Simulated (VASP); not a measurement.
An input for Quantum ESPRESSO's pw.x (written as the equivalent of a VASP run, and not itself run):

```
&CONTROL
  calculation = 'scf'
  pseudo_dir = './pseudo'
  outdir = './out'
  tprnfor = .true.
  tstress = .true.
/
&SYSTEM
  ibrav = 0
  nat = 2
  ntyp = 2
  ecutwfc = 82
  occupations = 'tetrahedra'
  input_dft = 'rpbe'
/
&ELECTRONS
  conv_thr = 7.3e-09
  electron_maxstep = 100
/
ATOMIC_SPECIES
  Nb 92.906 Nb.upf
  C 12.011 C.upf
CELL_PARAMETERS angstrom
     0.0000000    2.2507899    2.2507899
     2.2507899    0.0000000    2.2507899
     2.2507899    2.2507899    0.0000000
ATOMIC_POSITIONS crystal
  Nb   0.0000000  0.0000000  0.0000000
  C    0.5000000  0.5000000  0.5000000
K_POINTS automatic
  16 16 16 0 0 0
```

### Question
Write the VASP files for the same calculation (RPBE).

### Answer
One answer among several that fit: 
### POSCAR
```
NbC
1
    0.0000000000     2.2507898835     2.2507898835
    2.2507898835     0.0000000000     2.2507898835
    2.2507898835     2.2507898835     0.0000000000
Nb C
1 1
Direct
  0.0000000000   0.0000000000   0.0000000000
  0.5000000000   0.5000000000   0.5000000000
```

**INCAR**
```
SYSTEM = NbC
PREC = Accurate
ENCUT = 520
EDIFF = 1E-7
NELM = 100
ALGO = Normal
LREAL = .FALSE.
LASPH = .TRUE.
ISMEAR = -5
GGA = RP
LMAXMIX = 4
LWAVE = .FALSE.
LCHARG = .TRUE.
LORBIT = 11
NEDOS = 601
ISIF = 2
```

### KPOINTS
```
Automatic mesh
0
Gamma
16 16 16
0 0 0
```

POTCAR, in this order: Nb_sv C (PBE.64 set). Program: vasp_std.

Limits of the translation: the potentials are each code's own (VASP's PAW set, PseudoDojo norm-conserving files in pw.x), so ENCUT and ecutwfc are chosen apart and not converted; conv_thr bounds pw.x's estimated SCF error, while EDIFF bounds the energy change between steps.

The compound is NbC in the rock salt structure. It was relaxed first.
